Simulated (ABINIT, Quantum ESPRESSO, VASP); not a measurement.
**Code comparison for BeTe (F-43m, 2 atoms in the cell)**

Self-consistent single point.

```xyz
2
Lattice="0.0000 2.8150 2.8150 2.8150 0.0000 2.8150 2.8150 2.8150 0.0000" Properties=species:S:1:pos:R:3 pbc="T T T"
Be     0.0000     0.0000     0.0000
Te     1.4075     1.4075     1.4075
```

Shared settings, as Quantum ESPRESSO writes them: occupations = smearing; smearing = fermi-dirac; degauss = 0.000734986 Ry; noncolin = true; lspinorb = true; K_POINTS = automatic 5 5 5 0 0 0. Potentials and cutoffs stand in the table.

```json
[
 {"code": "Quantum ESPRESSO", "model": "PBE, spin-orbit coupling, PseudoDojo fully relativistic norm-conserving (PBE) pseudopotentials", "pressure (GPa)": "1.30", "gap on the mesh (eV)": "1.794", "cutoff": "90 Ry"},
 {"code": "VASP", "model": "PBE, spin-orbit coupling, VASP's PBE PAW potentials (set 64)", "pressure (GPa)": "–", "gap on the mesh (eV)": "1.782", "cutoff": "300 eV"},
 {"code": "ABINIT", "model": "PBE, spin-orbit coupling, norm-conserving pseudopotentials (PseudoDojo nc-fr-04 PBE standard)", "pressure (GPa)": "1.30", "gap on the mesh (eV)": "1.794", "cutoff": "44 Ha"}
]
```

A dash marks a value that a program does not give, or that is left out as unsure.

Gaps are read on the mesh.

The spread over the programs that give each value: pressure within 0.00 GPa; gap on the mesh within 0.012 eV.

VASP's run is marked for a possible Pulay error in its stress at this cutoff; no cutoff test was made.

The starting cell has typed, rounded lattice constants, without a prior relaxation at this level.

Left out of this page: Ansatz, FLEUR and SIESTA (not drawn, or without a comparable value); Elk (with a known weakness of the program).
